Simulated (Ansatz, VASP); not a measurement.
**Cross-check of TiAlRe between VASP and Ansatz**

Aim: how closely do two programs agree when they are given the same cell, functional and k mesh? The cell is invented: As first built, before any earlier steps moved the atoms (in the runner's words): it takes the TiAlPt structure with some of its atoms replaced by other elements, volume scaled by an estimate. It may not be a known or stable phase. The cell is taken from a series of VASP runs on this material, whose earlier steps may have relaxed, scaled or displaced it; both programs get it as it stands.

Method: plane waves, with VASP 6.6.1 beside it; relaxation of cell and atoms at PBE, in Ansatz 0.2.0.

### 1. Set-up

It takes space group P6_3/mmc (No. 194, hexagonal). The conventional cell has a = 4.464 Å, b = 4.464 Å, c = 5.304 Å, α = 90.00°, β = 90.00°, γ = 120.00°. Nearest to Re lie 5 Al at 2.58 to 2.65 Å and 6 Ti at 2.90 Å. Ti has 2 Ti at 2.65 Å and 6 Al at 2.90 Å and 6 Re at 2.90 Å nearest. Nearest to Al lie 5 Re at 2.58 to 2.65 Å and 6 Ti at 2.90 Å. As first built, before any earlier steps moved the atoms (in the runner's words): sites of the TiAlPt structure (space group 194) filled with other elements, volume scaled by an estimate. Farther neighbours are not listed.

### 2. VASP: relaxation of cell and atoms, PBE

The relaxed volume is the usual yardstick between codes: its relative difference is about their pressure difference at one cell divided by the bulk modulus.

Lines of VASP's logs that name or quote its potential files are left out, and so is its time.

Contents of INCAR:

```
SYSTEM = TiAlRe
PREC = Accurate
ENCUT = 520
EDIFF = 1E-06
NELM = 100
ISMEAR = -1
SIGMA = 0.05
LREAL = .FALSE.
ALGO = Normal
GGA = PE
NBANDS = 28
LORBIT = 11
LWAVE = .FALSE.
LCHARG = .FALSE.
KPAR = 2
IBRION = 2
NSW = 60
ISIF = 3
EDIFFG = -0.01
```

Contents of POSCAR:

```
TiAlRe
1.0
    4.4639973389      0.0000000000      0.0000000000
   -2.2319986694      3.8659354934      0.0000000000
    0.0000000000      0.0000000000      5.3036987480
Re Ti Al
2 2 2
Direct
    0.6666666700      0.3333333300      0.2500000000
    0.3333333300      0.6666666700      0.7500000000
    0.0000000000      0.0000000000      0.0000000000
    0.0000000000      0.0000000000      0.5000000000
    0.3333333300      0.6666666700      0.2500000000
    0.6666666700      0.3333333300      0.7500000000
```

Contents of KPOINTS:

```
Automatic mesh
0
Gamma
7 7 5
0 0 0
```

PAW data sets: Re, Ti_sv and Al (PBE family, release 64).

Command:

```sh
> mpirun -np 2 vasp_std
```

Numbers of over 12 decimals in the logs are rounded to 6 here.

Log:

```text
[banner, memory and clock lines left out]
running    2 mpi-ranks, on    1 nodes
 distrk:  each k-point on    1 cores,    2 groups
 distr:  one band on    1 cores,    1 groups

 POSCAR found type information on POSCAR ReTiAl
 POSCAR found :  3 types and       6 ions
 LDA part: xc-table for (Slater+PW92), standard interpolation
 POSCAR, INCAR and KPOINTS ok, starting setup
 FFT: planning ... GRIDC
 FFT: planning ... GRID_SOFT
 FFT: planning ... GRID
 WAVECAR not read
 entering main loop
       N       E                     dE             d eps       ncg     rms          rms(c)
DAV:   1     0.384315771285E+03    0.38432E+03   -0.21198E+04  2456   0.184E+03
DAV:   2    -0.451757036780E+01   -0.38883E+03   -0.38045E+03  2188   0.689E+02
DAV:   3    -0.466955805611E+02   -0.42178E+02   -0.40371E+02  2684   0.185E+02
DAV:   4    -0.529266806687E+02   -0.62311E+01   -0.60091E+01  2576   0.418E+01
DAV:   5    -0.536639558009E+02   -0.73728E+00   -0.72076E+00  2464   0.148E+01    0.378E+01
DAV:   6    -0.524051928954E+02    0.12588E+01   -0.51193E+01  2472   0.479E+01    0.219E+01
DAV:   7    -0.512764286057E+02    0.11288E+01   -0.61716E+01  2408   0.723E+01    0.953E+00
DAV:   8    -0.490652585062E+02    0.22112E+01   -0.84615E+00  2504   0.282E+01    0.452E+00
DAV:   9    -0.491042177580E+02   -0.38959E-01   -0.19535E+00  2624   0.803E+00    0.275E+00
DAV:  10    -0.490316272884E+02    0.72590E-01   -0.43549E-01  2416   0.584E+00    0.114E+00
DAV:  11    -0.490395113049E+02   -0.78840E-02   -0.26086E-02  2472   0.163E+00    0.690E-01
DAV:  12    -0.490321041225E+02    0.74072E-02   -0.38120E-02  2384   0.158E+00    0.581E-02
DAV:  13    -0.490322836278E+02   -0.17951E-03   -0.17760E-03  2592   0.297E-01    0.591E-02
DAV:  14    -0.490322833855E+02    0.24225E-06   -0.10441E-04  2304   0.774E-02    0.373E-02
DAV:  15    -0.490322764441E+02    0.69414E-05   -0.46212E-05  2616   0.681E-02    0.192E-02
DAV:  16    -0.490322760107E+02    0.43338E-06   -0.65672E-06  1768   0.213E-02
   1 F= -.49032276E+02 E0= -.49011081E+02  d E =-.490323E+02
[...]
2 F= -.49032203E+02 E0= -.49010761E+02  d E =0.729718E-04
[...]
3 F= -.49032656E+02 E0= -.49011342E+02  d E =-.380393E-03
[...]
4 F= -.49032657E+02 E0= -.49011348E+02  d E =-.380619E-03
 curvature:  -0.23 expect dE=-0.244E-04 dE for cont linesearch -0.585E-07
 trial: gam= 0.08069 g(F)=  0.641E-44 g(S)=  0.104E-03 ort =-0.196E-04 (trialstep = 0.894E+00)
 search vector abs. value=  0.111E-03
 bond charge predicted
       N       E                     dE             d eps       ncg     rms          rms(c)
DAV:   1    -0.490328304530E+02   -0.17430E-03   -0.11541E-02  1932   0.205E+00    0.123E-01
DAV:   2    -0.490327470840E+02    0.83369E-04   -0.10561E-03  2376   0.480E-01    0.552E-02
DAV:   3    -0.490327052069E+02    0.41877E-04   -0.22105E-04  2312   0.121E-01    0.285E-02
DAV:   4    -0.490327018816E+02    0.33253E-05   -0.20562E-04  2672   0.136E-01    0.289E-02
DAV:   5    -0.490326955144E+02    0.63672E-05   -0.46595E-05  2176   0.683E-02    0.667E-03
DAV:   6    -0.490326963733E+02   -0.85886E-06   -0.41568E-06  1528   0.199E-02
   5 F= -.49032696E+02 E0= -.49011366E+02  d E =-.397437E-04
 trial-energy change:   -0.000040  1 .order   -0.000042   -0.000092    0.000007
 step:   0.8314(harm=  0.8314)  dis= 0.00000  next Energy=   -49.032699 (dE=-0.426E-04)
 reached required accuracy - stopping structural energy minimisation
```

OUTCAR, selected parts (step 2):

```text
ion  position               nearest neighbor table
   1  0.667  0.333  0.250-   5 2.58   5 2.58   5 2.58   6 2.65   6 2.65   3 2.90   4 2.90   3 2.90
                             4 2.90   3 2.90   4 2.90
   2  0.333  0.667  0.750-   6 2.58   6 2.58   6 2.58   5 2.65   5 2.65   3 2.90   4 2.90   4 2.90
                             3 2.90   4 2.90   3 2.90
   3  0.000  0.000  0.000-   4 2.65   4 2.65   1 2.90   5 2.90   6 2.90   2 2.90   1 2.90   6 2.90
                             2 2.90   5 2.90   1 2.90   6 2.90   2 2.90   5 2.90
   4  0.000  0.000  0.500-   3 2.65   3 2.65   1 2.90   5 2.90   6 2.90   2 2.90   1 2.90   6 2.90
                             2 2.90   5 2.90   1 2.90   6 2.90   2 2.90   5 2.90
   5  0.333  0.667  0.250-   1 2.58   1 2.58   1 2.58   2 2.65   2 2.65   3 2.90   4 2.90   4 2.90
                             3 2.90   4 2.90   3 2.90
   6  0.667  0.333  0.750-   2 2.58   2 2.58   2 2.58   1 2.65   1 2.65   3 2.90   4 2.90   3 2.90
                             4 2.90   3 2.90   4 2.90

  LATTYP: Found a hexagonal cell.
 ALAT       =     4.4639973389
 C/A-ratio  =     1.1881052665

 Subroutine GETGRP returns: Found 24 space group operations
 (whereof 12 operations were pure point group operations)

The static configuration has the point symmetry D_3d.
 The point group associated with its full space group is D_6h.

 Found     24 irreducible k-points:

   k-points           NKPTS =     24   k-points in BZ     NKDIM =     24   number of bands    NBANDS=     28

   dimension x,y,z NGX =    36 NGY =   36 NGZ =   40
   dimension x,y,z NGXF=    72 NGYF=   72 NGZF=   80

   ENCUT  =  520.0 eV  38.22 Ry    6.18 a.u.   8.30  8.30  9.86*2*pi/ulx,y,z

   NELECT =      44.0000    total number of electrons

 k-points in reciprocal lattice and weights: Automatic mesh
   0.00000000  0.00000000  0.00000000       0.004
   0.14285714  0.00000000  0.00000000       0.024
   0.28571429  0.00000000  0.00000000       0.024
   0.42857143  0.00000000  0.00000000       0.024
   0.14285714  0.14285714  0.00000000       0.024
   0.28571429  0.14285714  0.00000000       0.049
   0.42857143  0.14285714  0.00000000       0.024
   0.28571429  0.28571429  0.00000000       0.024
   0.00000000  0.00000000  0.20000000       0.008
[...]
0.42857143  0.14285714  0.40000000       0.049
   0.28571429  0.28571429  0.40000000       0.049

 average (electrostatic) potential at core
       1 -38.3205       2 -38.3205       3 -72.3838       4 -72.3838       5 -71.1376
       6 -71.1376

 E-fermi :   8.3819

 k-point     1 :       0.0000    0.0000    0.0000
  band No.  band energies     occupation
    ...
     18       5.9823      2.00000
     19       7.2762      2.00000
     20       7.2762      2.00000
     21       8.2906      1.72272
     22       8.2906      1.72271
     23       8.4623      0.33390
     24       8.8822      0.00009
     25      10.2716      0.00000
     26      10.2716      0.00000
     27      10.8575      0.00000
    ...

 k-point     2 :       0.1429    0.0000    0.0000
  band No.  band energies     occupation
    ...
     18       6.4542      2.00000
     19       6.6436      2.00000
     20       7.2793      2.00000
     21       8.2182      1.92710
     22       8.4268      0.57870
     23       8.6894      0.00426
     24       9.1313      0.00000
     25       9.8652      0.00000
     26      10.0882      0.00000
     27      10.7006      0.00000
    ...

 k-point     3 :       0.2857    0.0000    0.0000
  band No.  band energies     occupation
    ...
     18       6.4185      2.00000
     19       7.0742      2.00000
     20       7.2623      2.00000
     21       8.0384      1.99792
     22       8.0435      1.99770
     23       8.7118      0.00272
     24       8.9118      0.00005
     25       9.4554      0.00000
     26       9.6756      0.00000
     27      10.3342      0.00000
    ...

  Total        0.0005249      0.0005249      0.0087518      0.0000000      0.0000000      0.0000000
  in kB        0.0091705      0.0091705      0.1528982      0.0000000      0.0000000      0.0000000
  external PRESSURE =       0.0570797 kB  Pullay stress =       0.0000000 kB

  energy-cutoff  :      520.00
  volume of cell :       91.71
      direct lattice vectors                 reciprocal lattice vectors
     4.469973793  0.000000000  0.000000000     0.223714958  0.129161878  0.000000000
    -2.234986896  3.871111256  0.000000000    -0.000000000  0.258323756  0.000000000
    -0.000000000 -0.000000000  5.299836019     0.000000000 -0.000000000  0.188685083

 POSITION                                       TOTAL-FORCE (eV/Angst)
 -----------------------------------------------------------------------------------
      2.23499      1.29037      1.32496         0.000000     -0.000000      0.000000
     -0.00000      2.58074      3.97488        -0.000000      0.000000      0.000000
     -0.00000     -0.00000      5.29984        -0.000000      0.000000      0.000000
      0.00000     -0.00000      2.64992        -0.000000      0.000000      0.000000
     -0.00000      2.58074      1.32496        -0.000000      0.000000      0.000000
      2.23499      1.29037      3.97488        -0.000000      0.000000      0.000000
 -----------------------------------------------------------------------------------
    total drift:                               -0.000006      0.000004      0.000000

  FREE ENERGIE OF THE ION-ELECTRON SYSTEM (eV)
  ---------------------------------------------------
  free  energy   TOTEN  =       -49.0326963733 eV

  energy  without entropy=      -48.9900346285  energy(sigma->0) =      -49.01136550

 reached required accuracy - stopping structural energy minimisation

 total charge
# of ion       s       p       d       tot
------------------------------------------
    1        0.587   0.438   4.958   5.983
    2        0.587   0.438   4.958   5.983
    3        2.216   6.157   1.915  10.288
    4        2.216   6.157   1.915  10.288
    5        0.419   0.434   0.000   0.854
    6        0.419   0.434   0.000   0.854
--------------------------------------------------
tot          6.443  14.059  13.746  34.249

[... 3 further parts left out ...]
```

CONTCAR:

```
TiAlRe
   1.00000000000000
     4.4699737926302658    0.0000000000000773    0.0000000000000000
    -2.2349868962649992    3.8711112557435214    0.0000000000000000
    -0.0000000000000000   -0.0000000000000000    5.2998360189844531
  Re              Ti              Al
     2     2     2
Direct
     0.6666666699999979    0.3333333300000021    0.2500000000000000
     0.3333333300000021    0.6666666699999979    0.7500000000000000
     0.0000000000000000    0.0000000000000000    1.0000000000000000
     0.0000000000000000    0.0000000000000000    0.5000000000000000
     0.3333333300000021    0.6666666699999979    0.2500000000000000
     0.6666666699999979    0.3333333300000021    0.7500000000000000
```

The data set Re keeps the semicore shell frozen, which is cheaper and a little less accurate. The run keeps the 24 symmetry operations of its start, so it cannot find a distortion of lower symmetry.

(Continued in part 2 of 2.)

[Lines on the potential files, build, host, timing and source positions are cut from VASP's logs without a mark.]

[Logs are printed without paths, hosts, clocks, repeated set-up lines and the standing remarks that a program may print on its own settings, such as how far it seeks lower states.]

[Hosts, paths, dates, database ids (printed as entryN), source tags and the programs' standing remarks are cut or masked in the printed files.]
